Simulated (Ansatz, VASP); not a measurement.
# GaN in two plane-wave programs, part 2 of 3

Aim: how closely do two programs agree when they are given the same cell, functional and k mesh? The cell is taken from a series of runs on this material, whose earlier steps may have relaxed, scaled, displaced or heated it; both programs get it as it stands.

VASP 6.6.1 and Ansatz 0.2.0.

So far: The structure; Ansatz: zone-centre phonons, LDA.

## (3) VASP: zone-centre phonons, LDA

Level of this step: LDA; plane waves and PAW (N, Ga_d) (VASP).

The same cell, functional (in two slightly different forms) and mesh now go to VASP, with its own data sets.

Lines of VASP's logs that name or quote its potential files are left out, and so is its time.

INCAR reads:

```
SYSTEM = GaN
PREC = Accurate
ENCUT = 600
EDIFF = 1E-08
NELM = 120
ISMEAR = 0
SIGMA = 0.01
LREAL = .FALSE.
ALGO = Normal
GGA = PW92
NBANDS = 24
LORBIT = 11
LWAVE = .FALSE.
LCHARG = .FALSE.
ISIF = 2
IBRION = 8
LEPSILON = .TRUE.
LASPH = .TRUE.
GGA_COMPAT = .FALSE.
EFERMI = MIDGAP
KPAR = 2
```

POSCAR reads:

```
GaN
1.0
    3.1410392122      0.0000000000      0.0000000000
   -1.5705196061      2.7202197520      0.0000000000
    0.0000000000      0.0000000000      5.1213455425
N Ga
2 2
Direct
    0.3333333334      0.6666666668      0.3756724925
    0.6666666668      0.3333333334      0.8756724925
    0.3333333334      0.6666666668      0.9993275075
    0.6666666668      0.3333333334      0.4993275075
```

KPOINTS reads:

```
Automatic mesh
0
Gamma
15 15 8
0 0 0
```

PAW data sets: N and Ga_d (LDA family, release 64).

Run with:

```
> mpirun -np 2 vasp_std
```

The log of the run:

```text
[banner, memory and clock lines left out]
running    2 mpi-ranks, on    1 nodes
 distrk:  each k-point on    1 cores,    2 groups
 distr:  one band on    1 cores,    1 groups

 POSCAR found type information on POSCAR N Ga
 POSCAR found :  2 types and       4 ions
|                                                                             |
|               ----> ADVICE to this user running VASP <----                  |
|                                                                             |
|     You enforced a specific xc type in the INCAR file but a different       |
|     [... a line on the potential file left out ...]
|     I HOPE YOU KNOW WHAT YOU ARE DOING!                                     |
|                                                                             |

 LDA part: xc-table for (Slater(with rela. corr.)+PW92), standard interpolation
 POSCAR, INCAR and KPOINTS ok, starting setup
 FFT: planning ... GRIDC
 FFT: planning ... GRID_SOFT
 FFT: planning ... GRID
 WAVECAR not read
 entering main loop
       N       E                     dE             d eps       ncg     rms          rms(c)
DAV:   1     0.284583266011E+03    0.28458E+03   -0.19750E+04  7056   0.309E+03
DAV:   2     0.220577478657E+01   -0.28238E+03   -0.27001E+03  7200   0.549E+02
DAV:   3    -0.311822114453E+02   -0.33388E+02   -0.33112E+02  7720   0.149E+02
DAV:   4    -0.321374019980E+02   -0.95519E+00   -0.95352E+00  8024   0.278E+01
DAV:   5    -0.321547014743E+02   -0.17299E-01   -0.17294E-01  7776   0.342E+00    0.109E+01
DAV:   6    -0.279405333419E+02    0.42142E+01   -0.12890E+01 11232   0.559E+01    0.311E+00
DAV:   7    -0.279819898126E+02   -0.41456E-01   -0.14442E+00  7064   0.913E+00    0.259E+00
DAV:   8    -0.279428331731E+02    0.39157E-01   -0.27368E-01 10976   0.639E+00    0.106E+00
DAV:   9    -0.279204263677E+02    0.22407E-01   -0.85836E-02 10960   0.478E+00    0.304E-01
DAV:  10    -0.279212267737E+02   -0.80041E-03   -0.52541E-03  7384   0.611E-01    0.115E-01
DAV:  11    -0.279209646460E+02    0.26213E-03   -0.13356E-03 10400   0.667E-01    0.340E-02
DAV:  12    -0.279209769438E+02   -0.12298E-04   -0.13896E-04  6888   0.803E-02    0.374E-02
DAV:  13    -0.279209828193E+02   -0.58756E-05   -0.42997E-06 11224   0.223E-02    0.470E-02
DAV:  14    -0.279209712139E+02    0.11605E-04   -0.13266E-04 10720   0.135E-01    0.262E-02
DAV:  15    -0.279209709995E+02    0.21443E-06   -0.11203E-05  7144   0.248E-02    0.266E-02
DAV:  16    -0.279209691870E+02    0.18125E-05   -0.14493E-06  9832   0.130E-02    0.196E-02
DAV:  17    -0.279209674749E+02    0.17120E-05   -0.28484E-06 10680   0.148E-02    0.735E-03
DAV:  18    -0.279209672079E+02    0.26706E-06   -0.80375E-07 10736   0.852E-03    0.238E-03
DAV:  19    -0.279209672126E+02   -0.47157E-08   -0.41415E-08  6224   0.142E-03
   1 F= -.27920967E+02 E0= -.27920967E+02  d E =0.000000E+00
 Linear response reoptimize wavefunctions to high precision
DAV:   1    -0.279209671996E+02    0.12940E-07   -0.24937E-09  4120   0.113E-03
DAV:   2    -0.279209671998E+02   -0.15825E-09   -0.16505E-09  3640   0.304E-04
DAV:   3    -0.279209671999E+02   -0.50932E-10   -0.32243E-10  3512   0.141E-04
 Linear response G [H, r] |phi>, progress :
  Direction:   1
       N       E                     dE             d eps       ncg     rms
RMM:   1    -0.912076732243E+02   -0.91208E+02    0.92123E+01  7786   0.353E+02
 LRF_COMMUTATOR internal error: the vector H(1)-e(1) S(1) |phi(0)> is not orthog
 onal to |phi(0)> (-1.028933450398575E-004,6.342149028171207E-015)
 LRF_COMMUTATOR internal error: the vector H(1)-e(1) S(1) |phi(0)> is not orthog
 onal to |phi(0)> (1.028933444590166E-004,3.885780586188048E-016)
 LRF_COMMUTATOR internal error: the vector H(1)-e(1) S(1) |phi(0)> is not orthog
 onal to |phi(0)> (-1.041001719726473E-004,-5.821731985378165E-015)
 LRF_COMMUTATOR internal error: the vector H(1)-e(1) S(1) |phi(0)> is not orthog
 onal to |phi(0)> (1.041001726434995E-004,1.422473250300982E-015)
 LRF_COMMUTATOR internal error: the vector H(1)-e(1) S(1) |phi(0)> is not orthog
 onal to |phi(0)> (-1.018810116553345E-004,1.541128336057795E-014)
 LRF_COMMUTATOR internal error: the vector H(1)-e(1) S(1) |phi(0)> is not orthog
 onal to |phi(0)> (1.018810119323196E-004,2.061545378850838E-014)
 LRF_COMMUTATOR internal error: the vector H(1)-e(1) S(1) |phi(0)> is not orthog
 onal to |phi(0)> (-1.032904328996803E-004,7.703906956813000E-015)
 LRF_COMMUTATOR internal error: the vector H(1)-e(1) S(1) |phi(0)> is not orthog
 onal to |phi(0)> (1.032904328986117E-004,4.950900800437807E-015)
RMM:   2    -0.860546349835E+02    0.51530E+01   -0.25940E+02 11644   0.864E+01
 LRF_COMMUTATOR internal error: the vector H(1)-e(1) S(1) |phi(0)> is not orthog
 onal to |phi(0)> (-1.028933450397188E-004,7.903400156550333E-015)
 LRF_COMMUTATOR internal error: the vector H(1)-e(1) S(1) |phi(0)> is not orthog
[...]
RMM:   2    -0.554080127092E+00   -0.47284E+00   -0.19347E-01 44998   0.223E+00    0.113E+00
RMM:   3    -0.558377329466E+00   -0.42972E-02   -0.40395E-02 45287   0.875E-01    0.658E-01
RMM:   4    -0.574350173990E+00   -0.15973E-01   -0.12655E-02 46015   0.785E-01    0.503E-02
RMM:   5    -0.574362490407E+00   -0.12316E-04   -0.86057E-04 47811   0.199E-01    0.375E-02
RMM:   6    -0.574328277352E+00    0.34213E-04   -0.10004E-04 47254   0.557E-02    0.131E-02
[...]
RMM:   8    -0.230687726859E+00   -0.37145E-06    0.37059E-08 85219   0.753E-04    0.647E-05
RMM:   9    -0.230687405211E+00    0.32165E-06    0.62047E-08 88527   0.238E-04    0.199E-05
RMM:  10    -0.230687475299E+00   -0.70089E-07   -0.20049E-08 90237   0.846E-05    0.241E-06
RMM:  11    -0.230687492265E+00   -0.16965E-07    0.36120E-09 89805   0.360E-05    0.127E-06
RMM:  12    -0.230687496943E+00   -0.46787E-08    0.39194E-09 87021   0.206E-05    0.300E-07
 first order change of Fermi-energy   0.19781E+00
 force on displaced ion       1 direction 1 : -14.779   0.000  -0.000
 Born effective charge ion    1 direction 1 :  -2.574  -0.000  -0.000
 Linear response progress:
  Degree of freedom:   2/  4
       N       E                     dE             d eps       ncg     rms          rms(c)
RMM:   1    -0.252172788319E+00   -0.25217E+00    0.13489E-01 23892   0.349E+00
RMM:   2    -0.243871904580E+00    0.83009E-02   -0.18579E-02 15590   0.119E+00    0.145E-01
RMM:   3    -0.244381630572E+00   -0.50973E-03   -0.30782E-03 16433   0.425E-01    0.679E-02
RMM:   4    -0.245295465616E+00   -0.91384E-03   -0.64077E-04 17774   0.179E-01    0.187E-02
RMM:   5    -0.245426771388E+00   -0.13131E-03   -0.54919E-05 17556   0.483E-02    0.784E-03
RMM:   6    -0.245480494600E+00   -0.53723E-04   -0.20681E-06 18181   0.166E-02    0.186E-03
RMM:   7    -0.245481011300E+00   -0.51670E-06   -0.28105E-06 16566   0.689E-03    0.737E-04
RMM:   8    -0.245476627973E+00    0.43833E-05   -0.49484E-07 17920   0.239E-03    0.251E-04
RMM:   9    -0.245476614267E+00    0.13706E-07   -0.16547E-07 17929   0.824E-04    0.726E-05
RMM:  10    -0.245476462273E+00    0.15199E-06   -0.51439E-08 18798   0.261E-04    0.129E-05
RMM:  11    -0.245476550167E+00   -0.87894E-07   -0.45981E-08 18730   0.932E-05    0.389E-06
RMM:  12    -0.245476559730E+00   -0.95630E-08    0.14624E-09 18420   0.441E-05    0.189E-06
 first order change of Fermi-energy  -0.19762E+00
 force on displaced ion       1 direction 3 :  -0.000  -0.000 -19.491
 Born effective charge ion    1 direction 3 :   0.000   0.000  -2.709
 Linear response progress:
  Degree of freedom:   3/  4
       N       E                     dE             d eps       ncg     rms          rms(c)
RMM:   1    -0.164630054186E+00   -0.16463E+00    0.28328E-01 58019   0.837E+00
RMM:   2    -0.161914174273E+00    0.27159E-02   -0.48552E-02 82455   0.165E+00    0.579E-02
RMM:   3    -0.162006466203E+00   -0.92292E-04   -0.32702E-03 86019   0.406E-01    0.350E-02
RMM:   4    -0.161679237838E+00    0.32723E-03   -0.31511E-04 88826   0.128E-01    0.480E-03
RMM:   5    -0.161663108888E+00    0.16129E-04   -0.98090E-05 91481   0.415E-02    0.234E-03
RMM:   6    -0.161650379403E+00    0.12729E-04   -0.54214E-05 91758   0.158E-02    0.520E-04
RMM:   7    -0.161646355289E+00    0.40241E-05   -0.12629E-05 93508   0.653E-03    0.293E-04
RMM:   8    -0.161644988287E+00    0.13670E-05   -0.51414E-06 92620   0.290E-03    0.274E-05
RMM:   9    -0.161644591140E+00    0.39715E-06   -0.97908E-07 94160   0.140E-03    0.197E-05
RMM:  10    -0.161644313481E+00    0.27766E-06    0.85266E-07 93014   0.723E-04    0.702E-06
RMM:  11    -0.161644308637E+00    0.48445E-08    0.48247E-07 94522   0.400E-04    0.293E-06
RMM:  12    -0.161644265112E+00    0.43525E-07    0.64721E-07 93362   0.233E-04    0.161E-06
RMM:  13    -0.161644280432E+00   -0.15320E-07    0.17253E-07 93116   0.143E-04    0.129E-06
RMM:  14    -0.161644281942E+00   -0.15101E-08    0.34349E-07 92511   0.925E-05    0.104E-06
RMM:  15    -0.161644302338E+00   -0.20396E-07    0.10913E-07 82123   0.620E-05    0.875E-07
RMM:  16    -0.161644297074E+00    0.52636E-08    0.16522E-07 65274   0.437E-05    0.107E-06
RMM:  17    -0.161644304923E+00   -0.78491E-08    0.66619E-08 60519   0.324E-05    0.960E-07
 first order change of Fermi-energy   0.34382E+00
 force on displaced ion       3 direction 1 : -14.564   0.000   0.000
 Born effective charge ion    3 direction 1 :   2.574  -0.000   0.000
 Linear response progress:
  Degree of freedom:   4/  4
       N       E                     dE             d eps       ncg     rms          rms(c)
RMM:   1    -0.180337325725E+00   -0.18034E+00    0.30654E-01 12410   0.854E+00
RMM:   2    -0.176324175135E+00    0.40132E-02   -0.61627E-02 17137   0.168E+00    0.932E-02
RMM:   3    -0.174834439216E+00    0.14897E-02   -0.20413E-03 18342   0.429E-01    0.437E-02
RMM:   4    -0.174550228335E+00    0.28421E-03    0.36341E-04 18672   0.134E-01    0.223E-02
RMM:   5    -0.174371269359E+00    0.17896E-03    0.45775E-04 18679   0.607E-02    0.462E-03
RMM:   6    -0.174411606892E+00   -0.40338E-04    0.14648E-04 18216   0.208E-02    0.265E-03
RMM:   7    -0.174435437908E+00   -0.23831E-04   -0.15725E-05 19283   0.762E-03    0.719E-04
RMM:   8    -0.174437481623E+00   -0.20437E-05   -0.13595E-05 18087   0.320E-03    0.122E-04
RMM:   9    -0.174435187727E+00    0.22939E-05    0.10918E-05 20099   0.136E-03    0.538E-05
RMM:  10    -0.174436177360E+00   -0.98963E-06   -0.17947E-07 18837   0.541E-04    0.179E-05
RMM:  11    -0.174435677135E+00    0.50023E-06    0.42441E-06 19339   0.279E-04    0.663E-06
RMM:  12    -0.174435816669E+00   -0.13953E-06    0.25887E-06 18640   0.153E-04    0.258E-06
RMM:  13    -0.174435938702E+00   -0.12203E-06    0.13255E-06 19984   0.902E-05    0.123E-06
RMM:  14    -0.174435997524E+00   -0.58823E-07    0.75983E-07 19262   0.560E-05    0.601E-07
RMM:  15    -0.174435971415E+00    0.26109E-07    0.10285E-06 18431   0.386E-05    0.221E-07
RMM:  16    -0.174436005070E+00   -0.33655E-07    0.67832E-07 15372   0.282E-05    0.251E-07
RMM:  17    -0.174436011277E+00   -0.62068E-08    0.62865E-07 13491   0.224E-05    0.301E-07
RMM:  18    -0.174436036045E+00   -0.24769E-07    0.38853E-07 11988   0.189E-05    0.530E-07
RMM:  19    -0.174436041743E+00   -0.56973E-08    0.33140E-07 14143   0.169E-05    0.286E-07
RMM:  20    -0.174436044671E+00   -0.29282E-08    0.30203E-07 15327   0.156E-05    0.137E-07
RMM:  21    -0.174436050328E+00   -0.56571E-08    0.24313E-07 14470   0.146E-05    0.376E-07
RMM:  22    -0.174436063907E+00   -0.13579E-07    0.11473E-07 12813   0.139E-05    0.147E-07
RMM:  23    -0.174436065794E+00   -0.18875E-08    0.99058E-08  9831   0.132E-05    0.174E-07
 first order change of Fermi-energy   0.19747E+00
 force on displaced ion       3 direction 3 :   0.000  -0.000 -21.684
 Born effective charge ion    3 direction 3 :   0.000  -0.000   2.709
 Born effective charges drift removed
 Linear response finished
```

[end of part 2 of 3]

[Lines on the potential files, build, host, timing and source positions are cut from VASP's logs without a mark.]

[Logs are printed without paths, hosts, clocks, repeated set-up lines and the standing remarks that a program may print on its own settings, such as how far it seeks lower states.]

[Hosts, paths, dates, database ids (printed as entryN), source tags and the programs' standing remarks are cut or masked in the printed files.]
